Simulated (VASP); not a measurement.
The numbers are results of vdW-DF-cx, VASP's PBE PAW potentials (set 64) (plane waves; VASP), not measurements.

Input for VASP

### KPOINTS
```
Automatic
0
G
 8 8 8
```

### POSCAR
```
Ni3Al
1
    3.5202801057    -0.0000000000     0.0000000000
   -0.0000000000     3.5202801057    -0.0000000000
   -0.0000000000    -0.0000000000     3.5202801057
Al Ni
1 3
Direct
  0.0000000000   0.0000000000   0.0000000000
  0.0000000000   0.5000000000   0.5000000000
  0.5000000000   0.0000000000   0.5000000000
  0.5000000000   0.5000000000   0.0000000000
```

### INCAR
```
PREC  =  Accurate
EDIFF  =  1E-6
SIGMA  =  0.1   ! width (eV)
EDIFFG  =  -0.02
LMAXMIX  =  4
LASPH  =  .TRUE.
ISMEAR  =  1
NSW  =  60   ! most ionic steps
NELM  =  100   ! most electronic steps
ISIF  =  3   ! ions, shape and volume
IBRION  =  2
ALGO  =  Normal
LCHARG  =  .FALSE.
LREAL  =  .FALSE.
SYSTEM  =  Ni3Al
ENCUT  =  520
LORBIT  =  10
LUSE_VDW  =  .TRUE.
LWAVE  =  .FALSE.
ISPIN  =  2   ! spin-polarised
MAGMOM  =  0.0 3*0.5
AGGAC  =  0.0
GGA  =  CX
```

POTCAR, in this order: Al Ni (PBE.64 set). Program: vasp_std.

Estimate the energy per atom (σ→0), cell moment, volume per atom, band gap (on the k-mesh).

| Item | Result |
|---|---|
| energy per atom (σ→0) | -3.373 eV/atom |
| cell moment | 0.68 μB |
| band gap (on the k-mesh) | none (metal, semimetal or under 0.01 eV) |
| volume per atom | 10.99 Å³/atom |

File OSZICAR:
```
...
DAV:   1    -0.135377826995E+02   -0.45980E-01   -0.42795E-01  2965   0.104E+01    0.196E+00
DAV:   2    -0.135518484133E+02   -0.14066E-01   -0.64643E-01  3319   0.135E+01    0.204E+00
DAV:   3    -0.134941148951E+02    0.57734E-01   -0.21333E-01  3263   0.789E+00    0.237E-01
DAV:   4    -0.134934948591E+02    0.62004E-03   -0.38777E-03  3064   0.544E-01    0.133E-01
DAV:   5    -0.134933815889E+02    0.11327E-03   -0.20596E-04  3873   0.232E-01    0.431E-02
DAV:   6    -0.134933757242E+02    0.58647E-05   -0.33829E-05  3912   0.715E-02    0.175E-02
DAV:   7    -0.134933760803E+02   -0.35616E-06   -0.61285E-06  2951   0.310E-02
   3 F= -.13493376E+02 E0= -.13492844E+02  d E =-.154484E-02  mag=     0.6793
```

The compound is Ni3Al in the L1_2 structure. This run relaxes it. Symmetry was kept, so distortions that lower it aren't found. The start is the result of an earlier pass.
